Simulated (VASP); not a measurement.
# TiAl3 with r2SCAN + rVV10: from relaxation to properties, part 3 of 6

Wanted: the relaxed cell of TiAl3 and its properties. The start is a computed cell from the Materials Project.

VASP 6.6.1; r2SCAN with rVV10; plane waves and PAW (Ti_sv, Al).

Still holding for the runs below: This run has no spin polarisation. Its electron count is odd, so without a moment it is a metal by construction. The k-mesh is coarse for a metal.

So far. Step 2 (Full relaxation (r2SCAN + rVV10)): It ends with forces that vanish by symmetry and a pressure of -0.01 GPa. Step 3 (Single point with fields (r2SCAN + rVV10)): In this run the pressure is -0.02 GPa, small enough to go on.

### Step 4. Band structure (r2SCAN + rVV10)

Levels along the symmetry lines show where the bands peak and cross; KPOINTS_OPT computes them in the converged potential.

The input, INCAR:

```
SYSTEM = TiAl3
PREC = Accurate
ENCUT = 400
EDIFF = 1E-06
NELM = 100
ISMEAR = 1
SIGMA = 0.2
LREAL = .FALSE.
ALGO = Normal
METAGGA = R2SCAN
LUSE_VDW = .TRUE.
IVDW_NL = 2
BPARAM = 11.95
CPARAM = 0.0093
LASPH = .TRUE.
NBANDS = 24
LORBIT = 11
LWAVE = .FALSE.
LCHARG = .FALSE.
KPAR = 4
```

The input, POSCAR:

```
TiAl3
1.0
    0.0000000000     -3.8132887164      0.0000000000
   -3.8132887164      0.0000000000      0.0000000000
    1.9066443582     -1.9066443582     -4.2788394424
Ti Al
1 3
Direct
    0.0000000000      0.0000000000      0.0000000000
    0.5000000000      0.5000000000      0.0000000000
    0.7500000000      0.7500000000      0.5000000000
    0.2500000000      0.2500000000      0.5000000000
```

The input, KPOINTS:

```
Automatic mesh
0
Gamma
7 7 7
0 0 0
```

The input, KPOINTS_OPT:

```
Line mode
16
Line-mode
Reciprocal
  0.00000000   0.00000000   0.00000000 GAMMA
  0.50000000  -0.50000000   0.50000000 X

  0.50000000  -0.50000000   0.50000000 X
  0.59927900  -0.40072100   0.50000000 Y

  0.59927900  -0.40072100   0.50000000 Y
  0.59927900   0.00000000   0.29963950 S

  0.59927900   0.00000000   0.29963950 S
  0.00000000   0.00000000   0.00000000 GAMMA

  0.00000000   0.00000000   0.00000000 GAMMA
  0.00000000   0.00000000  -0.50000000 Z

  0.00000000   0.00000000  -0.50000000 Z
  0.40072100   0.00000000  -0.29963950 S1

  0.40072100   0.00000000  -0.29963950 S1
  0.50000000   0.00000000   0.00000000 N

  0.50000000   0.00000000   0.00000000 N
  0.50000000  -0.50000000   0.25000000 P

  0.50000000  -0.50000000   0.25000000 P
  0.40072100  -0.40072100  -0.09927900 Y1

  0.40072100  -0.40072100  -0.09927900 Y1
  0.00000000   0.00000000  -0.50000000 Z

  0.50000000  -0.50000000   0.50000000 X
  0.50000000  -0.50000000   0.25000000 P
```

Potentials, in the order of the species: Ti_sv and Al (PBE family, release 64).

Launch:

```sh
mpirun -np 4 vasp_std
```

What it wrote:

```text
[banner, memory and clock lines left out]
running    4 mpi-ranks, on    1 nodes
 distrk:  each k-point on    1 cores,    4 groups
 distr:  one band on    1 cores,    1 groups

 POSCAR found type information on POSCAR TiAl
 POSCAR found :  2 types and       4 ions
 [... a notice as in an earlier step ...]

 [... a notice as in an earlier step ...]

 LDA part: xc-table for (None), standard interpolation
 POSCAR, INCAR and KPOINTS ok, starting setup
 FFT: planning ... GRIDC
 FFT: planning ... GRID_SOFT
 FFT: planning ... GRID
 WAVECAR not read
 entering main loop
       N       E                     dE             d eps       ncg     rms          rms(c)
Total rVV10 correction in eV:      0.4953401    27.5390959
Total rVV10 correction in eV:      0.4953401    27.5390959
Total rVV10 correction in eV:      0.4953401    27.5390959
Total rVV10 correction in eV:      0.4953401    27.5390959
DAV:   1     0.104979854868E+03    0.10498E+03   -0.76767E+03  1920   0.690E+02
DAV:   2    -0.317997855168E+02   -0.13678E+03   -0.13080E+03  2080   0.218E+02
DAV:   3    -0.392927936299E+02   -0.74930E+01   -0.73917E+01  2688   0.501E+01
DAV:   4    -0.395425410921E+02   -0.24975E+00   -0.24944E+00  2288   0.873E+00
DAV:   5    -0.395517926866E+02   -0.92516E-02   -0.92512E-02  2600   0.170E+00    0.131E+01
Total rVV10 correction in eV:      0.4741690    27.5390953
Total rVV10 correction in eV:      0.4741690    27.5390953
Total rVV10 correction in eV:      0.4741690    27.5390953
Total rVV10 correction in eV:      0.4741690    27.5390953
DAV:   6    -0.347670965754E+02    0.47847E+01   -0.10716E+01  2056   0.306E+01    0.583E+00
Total rVV10 correction in eV:      0.4785315    27.5390952
Total rVV10 correction in eV:      0.4785315    27.5390952
Total rVV10 correction in eV:      0.4785315    27.5390952
Total rVV10 correction in eV:      0.4785315    27.5390952
DAV:   7    -0.344691386879E+02    0.29796E+00   -0.31892E+00  2296   0.111E+01    0.340E+00
Total rVV10 correction in eV:      0.4737956    27.5390952
Total rVV10 correction in eV:      0.4737956    27.5390952
Total rVV10 correction in eV:      0.4737956    27.5390952
Total rVV10 correction in eV:      0.4737956    27.5390952
DAV:   8    -0.344481897234E+02    0.20949E-01   -0.46035E-01  2752   0.435E+00    0.120E+00
Total rVV10 correction in eV:      0.4741889    27.5390952
Total rVV10 correction in eV:      0.4741889    27.5390952
Total rVV10 correction in eV:      0.4741889    27.5390952
Total rVV10 correction in eV:      0.4741889    27.5390952
DAV:   9    -0.344280555890E+02    0.20134E-01   -0.72393E-02  2296   0.156E+00    0.336E-01
Total rVV10 correction in eV:      0.4745393    27.5390952
Total rVV10 correction in eV:      0.4745393    27.5390952
Total rVV10 correction in eV:      0.4745393    27.5390952
Total rVV10 correction in eV:      0.4745393    27.5390952
DAV:  10    -0.344281742864E+02   -0.11870E-03   -0.88510E-03  2352   0.661E-01    0.144E-01
Total rVV10 correction in eV:      0.4743784    27.5390952
Total rVV10 correction in eV:      0.4743784    27.5390952
Total rVV10 correction in eV:      0.4743784    27.5390952
Total rVV10 correction in eV:      0.4743784    27.5390952
DAV:  11    -0.344279515450E+02    0.22274E-03   -0.13586E-03  2880   0.244E-01    0.174E-02
Total rVV10 correction in eV:      0.4743417    27.5390952
Total rVV10 correction in eV:      0.4743417    27.5390952
Total rVV10 correction in eV:      0.4743417    27.5390952
Total rVV10 correction in eV:      0.4743417    27.5390952
DAV:  12    -0.344279400536E+02    0.11491E-04   -0.91393E-05  2264   0.652E-02    0.191E-02
Total rVV10 correction in eV:      0.4743317    27.5390952
Total rVV10 correction in eV:      0.4743317    27.5390952
Total rVV10 correction in eV:      0.4743317    27.5390952
Total rVV10 correction in eV:      0.4743317    27.5390952
DAV:  13    -0.344279404235E+02   -0.36989E-06   -0.42854E-06  2312   0.130E-02
Total rVV10 correction in eV:      0.4743722    27.5390952
Total rVV10 correction in eV:      0.4743722    27.5390952
Total rVV10 correction in eV:      0.4743722    27.5390952
Total rVV10 correction in eV:      0.4743722    27.5390952
Total rVV10 correction in eV:      0.4743415    27.5390952
Total rVV10 correction in eV:      0.4743415    27.5390952
Total rVV10 correction in eV:      0.4743415    27.5390952
Total rVV10 correction in eV:      0.4743415    27.5390952
   1 F= -.34427940E+02 E0= -.34428432E+02  d E =0.147504E-02
 Start KPOINTS_OPT (optional k-point list driver)
k-point batch [1-40\176]
       N       E                     dE             ncg
DAV:   1    -0.218698949786E+04   -0.23749E+05     1920
DAV:   2    -0.764631147832E+04   -0.54593E+04     1968
DAV:   3    -0.793898197125E+04   -0.29267E+03     2632
DAV:   4    -0.794753656497E+04   -0.85546E+01     2328
DAV:   5    -0.794780989197E+04   -0.27333E+00     2536
DAV:   6    -0.794782021278E+04   -0.10321E-01     2432
DAV:   7    -0.794782069784E+04   -0.48506E-03     2616
DAV:   8    -0.794782072368E+04   -0.25836E-04     2072
DAV:   9    -0.794782072507E+04   -0.13967E-05     1872
DAV:  10    -0.794782072523E+04   -0.15888E-06     1560
[...]
k-point batch [161-176\176]
       N       E                     dE             ncg
DAV:   1     0.122951974301E+05   -0.11838E+05      776
DAV:   2     0.101496140659E+05   -0.21456E+04      776
DAV:   3     0.100396991307E+05   -0.10991E+03     1064
DAV:   4     0.100363090722E+05   -0.33901E+01      992
DAV:   5     0.100361943184E+05   -0.11475E+00     1000
DAV:   6     0.100361899032E+05   -0.44153E-02     1000
DAV:   7     0.100361896948E+05   -0.20836E-03     1024
DAV:   8     0.100361896844E+05   -0.10436E-04      936
DAV:   9     0.100361896840E+05   -0.33026E-06      776
```

It took 83 s on 4 MPI ranks of Intel Xeon 6975P-C (Granite Rapids), shared host; peak memory 1.2 GiB; 5.4 min of CPU time.

From OUTCAR (step 4):

```text
The static configuration has the point symmetry D_4h.

 Found     40 irreducible k-points:

   k-points           NKPTS =     40   k-points in BZ     NKDIM =     40   number of bands    NBANDS=     24

   NELECT =      21.0000    total number of electrons

 E-fermi :   8.4098

 k-point     1 :       0.0000    0.0000    0.0000
  band No.  band energies     occupation
    ...
      6       5.4143      2.00000
      7       5.4886      2.00000
      8       6.9314      2.00000
      9       7.0929      2.00000
     10       7.0929      2.00000
     11       9.2781     -0.00000
     12      10.1836     -0.00000
     13      10.1836     -0.00000
     14      10.5924     -0.00000
     15      11.3319     -0.00000
    ...

 k-point     2 :       0.1429    0.0000    0.0000
  band No.  band energies     occupation
    ...
      6       4.5848      2.00000
      7       5.9353      2.00000
      8       6.4891      2.00000
      9       6.9014      2.00000
     10       7.2531      2.00000
     11       8.6379     -0.06849
     12       9.7134     -0.00000
     13      10.4698     -0.00000
     14      10.9567     -0.00000
     15      11.8748     -0.00000
    ...

  Total        0.0321100      0.0321100      0.0449182      0.0000000      0.0000000      0.0000000
  in kB        0.8268485      0.8268485      1.1566645      0.0000000      0.0000000      0.0000000
  external PRESSURE =       0.9367872 kB  Pullay stress =       0.0000000 kB

 POSITION                                       TOTAL-FORCE (eV/Angst)
 -----------------------------------------------------------------------------------
      0.00000      0.00000      0.00000        -0.000000      0.000000      0.000000
     -1.90664     -1.90664      0.00000        -0.000000      0.000000      0.000000
     -1.90664     -3.81329     -2.13942        -0.000000      0.000000      0.000000
      0.00000     -1.90664     -2.13942         0.000000     -0.000000      0.000000
 -----------------------------------------------------------------------------------
    total drift:                                0.000000     -0.000000      0.000000

  FREE ENERGIE OF THE ION-ELECTRON SYSTEM (eV)
  ---------------------------------------------------
  free  energy   TOTEN  =       -34.4279404235 eV

  energy  without entropy=      -34.4294154611  energy(sigma->0) =      -34.42843210

 total charge
# of ion       s       p       d       tot
------------------------------------------
    1        2.165   6.128   1.982  10.275
    2        0.444   0.395   0.000   0.839
    3        0.405   0.425   0.000   0.829
    4        0.405   0.425   0.000   0.829
--------------------------------------------------
tot          3.418   7.372   1.982  12.773

[... 7 parts as in an earlier step ...]

[... 5 further parts left out ...]
```

The cell is typed on its shortest vectors, so the axes of tensors and the coordinates of k-points follow the printed cell and not the standard setting.

Numbers from this step:

* bands: 24
* Fermi energy: 8.410 eV
* pressure: 0.09368 GPa

Electronic bands along the path, in eV, zero at the Fermi level; # counts the bands kept, so #1 is VASP's band 5:

| point | #4 | #5 | #6 | #7 | #8 | #9 | #10 | #11 |
| --- | --- | --- | --- | --- | --- | --- | --- | --- |
| Γ | -1.48 | -1.32 | -1.32 | 0.87 | 1.77 | 1.77 | 2.18 | 2.92 |
| 0.53 of the way | -2.57 | -2.54 | -1.71 | -1.40 | 1.98 | 2.23 | 2.46 | 3.25 |
| X | -4.15 | -3.03 | -2.35 | -1.07 | 1.98 | 2.26 | 2.76 | 3.00 |
| 0.53 of the way | -3.45 | -3.33 | -1.96 | -1.03 | 2.03 | 2.16 | 2.57 | 3.13 |
| Y | -3.94 | -2.40 | -1.50 | -0.93 | 1.97 | 2.10 | 2.33 | 3.52 |
| 0.53 of the way | -2.68 | -0.75 | -0.75 | -0.16 | 1.72 | 1.98 | 2.32 | 4.16 |
| S | -1.18 | -0.83 | -0.70 | 0.65 | 1.83 | 2.22 | 3.24 | 3.63 |
| 0.53 of the way | -2.24 | -1.97 | -0.73 | -0.49 | 1.44 | 1.91 | 3.90 | 3.94 |
| Γ | -1.48 | -1.32 | -1.32 | 0.87 | 1.77 | 1.77 | 2.18 | 2.92 |
| 0.47 of the way | -1.21 | -1.21 | -0.34 | 0.93 | 1.30 | 1.30 | 1.67 | 3.81 |
| Z | -1.04 | -1.04 | -0.28 | 0.79 | 0.79 | 1.00 | 3.23 | 5.33 |
| 0.47 of the way | -1.11 | -1.05 | 0.33 | 0.83 | 0.91 | 1.23 | 3.98 | 5.33 |
| S1 | -1.18 | -0.83 | -0.70 | 0.65 | 1.83 | 2.22 | 3.24 | 3.63 |
| 0.47 of the way | -1.81 | -1.16 | -0.43 | 0.57 | 1.99 | 2.31 | 2.89 | 3.77 |
| N | -3.16 | -1.16 | -0.27 | 0.58 | 2.09 | 2.17 | 2.94 | 3.33 |
| 0.53 of the way | -3.35 | -2.36 | -1.85 | -0.41 | 1.29 | 2.14 | 2.64 | 3.04 |
| P | -4.65 | -2.01 | -2.01 | -1.30 | 0.88 | 1.98 | 2.26 | 3.47 |
| 0.47 of the way | -3.78 | -2.95 | -1.55 | -1.36 | 1.62 | 2.02 | 2.21 | 3.32 |
| Y1 | -3.94 | -2.40 | -1.50 | -0.93 | 1.97 | 2.10 | 2.33 | 3.52 |
| 0.47 of the way | -3.69 | -0.07 | -0.06 | 0.59 | 0.94 | 1.71 | 3.15 | 5.67 |
| Z | -1.04 | -1.04 | -0.28 | 0.79 | 0.79 | 1.00 | 3.23 | 5.33 |
| jump to X | -4.15 | -3.03 | -2.35 | -1.07 | 1.98 | 2.26 | 2.76 | 3.00 |
| 0.47 of the way | -4.40 | -2.73 | -1.91 | -1.32 | 1.74 | 1.98 | 2.26 | 3.46 |
| P | -4.65 | -2.01 | -2.01 | -1.30 | 0.88 | 1.98 | 2.26 | 3.47 |

Of the projections kept (Ti, Al), the largest for each band there; the rest of the weight can lie on other orbitals:

| point | #4 | #5 | #6 | #7 | #8 | #9 | #10 | #11 |
| --- | --- | --- | --- | --- | --- | --- | --- | --- |
| Γ | Ti 0.88 | Ti 0.63 | Ti 0.63 | Ti 1.00 | Al 0.70 | Al 0.70 | Ti 0.61 | Al 1.00 |
| X | Al 0.92 | Al 0.69 | Ti 0.60 | Ti 0.80 | Ti 1.00 | Ti 1.00 | Al 0.62 | Ti 0.96 |
| Y | Al 0.60 | Al 0.65 | Ti 0.67 | Ti 0.82 | Ti 0.95 | Ti 0.98 | Ti 0.72 | Ti 0.94 |
| S | Ti 0.71 | Ti 0.83 | Ti 0.73 | Ti 0.93 | Ti 0.96 | Ti 0.67 | Ti 0.75 | Al 0.85 |
| Γ | Ti 0.88 | Ti 0.63 | Ti 0.63 | Ti 1.00 | Al 0.70 | Al 0.70 | Ti 0.61 | Al 1.00 |
| Z | Al 0.85 | Al 0.85 | Ti 0.91 | Ti 1.00 | Ti 1.00 | Ti 1.00 | Ti 0.94 | Ti 0.65 |

There is no gap at this level.

[end of part 3 of 6]

[Lines on the potential files, build, host, timing and source positions are cut from VASP's logs without a mark.]

[Logs are printed without paths, hosts, clocks, repeated set-up lines and the standing remarks that a program may print on its own settings, such as how far it seeks lower states.]

[Hosts, paths, dates, database ids (printed as entryN), source tags and the programs' standing remarks are cut or masked in the printed files.]

[A measured line is paired with the nearest computed mode of its activity, which favours agreement.]
